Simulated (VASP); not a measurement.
Computed with PBE GGA, VASP's PBE PAW potentials (set 64) (plane waves; VASP 6.6.1).

The input files of a VASP run:

**INCAR**
```
! general
SYSTEM  = Mo
PREC    = Accurate
ENCUT   = 400
LREAL   = .FALSE.
LASPH   = .TRUE.

! electronic loop
EDIFF   = 1E-6
NELM    = 100
ALGO    = Normal
LMAXMIX = 4

! smearing
ISMEAR  = 1
SIGMA   = 0.1

! functional
GGA     = PE

! ions
ISIF    = 2

! output
LWAVE   = .FALSE.
LCHARG  = .FALSE.
```

### KPOINTS
```
Automatic
0
G
 14 14 14
0 0 0
```

POSCAR:
```
Mo
2.782540
 -0.5773501908   0.5773501908   0.5773501908
  0.5773501908  -0.5773501908   0.5773501908
  0.5773501908   0.5773501908  -0.5773501908
Mo
1
Cartesian
  0.0000000000   0.0000000000   0.0000000000
```

POTCAR, in this order: Mo_sv (PBE.64 set). Program: vasp_std.

Problem. Estimate the energy per atom (σ→0), pressure, band gap (on the k-mesh).

Solution. 
```json
{
 "energy per atom (σ→0)": "-10.895 eV/atom",
 "band gap (on the k-mesh)": "none (metal, semimetal or under 0.01 eV)",
 "pressure": "-11.48 GPa"
}
```

File OSZICAR:
```
...
DAV:   5    -0.116115399989E+02   -0.13460E-04   -0.13459E-04  2668   0.133E-01    0.128E+01
DAV:   6    -0.109804336690E+02    0.63111E+00   -0.11766E+00  2453   0.129E+01    0.312E+00
DAV:   7    -0.108997752806E+02    0.80658E-01   -0.21179E-01  2673   0.505E+00    0.107E+00
DAV:   8    -0.108954224798E+02    0.43528E-02   -0.46330E-03  2375   0.921E-01    0.217E-01
DAV:   9    -0.108954952456E+02   -0.72766E-04   -0.11501E-04  2716   0.146E-01    0.781E-02
DAV:  10    -0.108955054033E+02   -0.10158E-04   -0.11542E-05  2429   0.420E-02    0.687E-03
DAV:  11    -0.108955055841E+02   -0.18077E-06   -0.23381E-07  1516   0.540E-03
   1 F= -.10895506E+02 E0= -.10895308E+02  d E =-.593324E-03
```

The compound is Mo in the bcc structure. The cell was not relaxed at this level.
